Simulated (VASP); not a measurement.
VASP ran on this input.

### INCAR
```
ALGO = Normal
EDIFF = 1E-6
ENCUT = 300
GGA = PE
ISIF = 2
ISMEAR = 0
LASPH = .True.
LCHARG = .False.
LMAXMIX = 4
LREAL = .False.
LWAVE = .False.
NBANDS = 15
NELM = 100
PREC = Accurate
SIGMA = 0.272
SYSTEM = In
```

### POSCAR
```
In
3.3747180
 -0.4800273682   0.4800273682   0.7342666854
  0.4800273682  -0.4800273682   0.7342666854
  0.4800273682   0.4800273682  -0.7342666854
In
1
Cart
  0.0000000000   0.0000000000   0.0000000000
```

### KPOINTS
```
Automatic mesh
0
Gamma
11 11 11
0 0 0
```

POTCAR, in this order: In_d (PBE.64 set). Program: vasp_std.

Task: Write an equivalent input for Quantum ESPRESSO's pw.x.

Result: One equivalent input (not run):
```
&CONTROL
  calculation = 'scf'
  pseudo_dir = './pseudo'
  outdir = './out'
  tprnfor = .true.
  tstress = .true.
/
&SYSTEM
  ibrav = 0
  nat = 1
  ntyp = 1
  ecutwfc = 70
  occupations = 'smearing'
  smearing = 'gaussian'
  degauss = 0.01999
  input_dft = 'pbe'
/
&ELECTRONS
  conv_thr = 7.3e-08
  electron_maxstep = 100
/
ATOMIC_SPECIES
  In 114.818 In.upf
CELL_PARAMETERS angstrom
    -1.6199570    1.6199570    2.4779430
     1.6199570   -1.6199570    2.4779430
     1.6199570    1.6199570   -2.4779430
ATOMIC_POSITIONS crystal
  In   0.0000000  0.0000000  0.0000000
K_POINTS automatic
  11 11 11 0 0 0
```
What does not carry over: the potentials are each code's own (VASP's PAW set, PseudoDojo norm-conserving files in pw.x), so ENCUT and ecutwfc are chosen apart and not converted; conv_thr bounds pw.x's estimated SCF error, while EDIFF bounds the energy change between steps; the number of bands isn't carried over, since the valence differs with the files.

The structure comes from a computed database's In entry; how it stands against other phases isn't given here. The cell was not relaxed at this level. The run is one of a series of settings (NBANDS = 15 against the base run), some of them coarse on purpose.
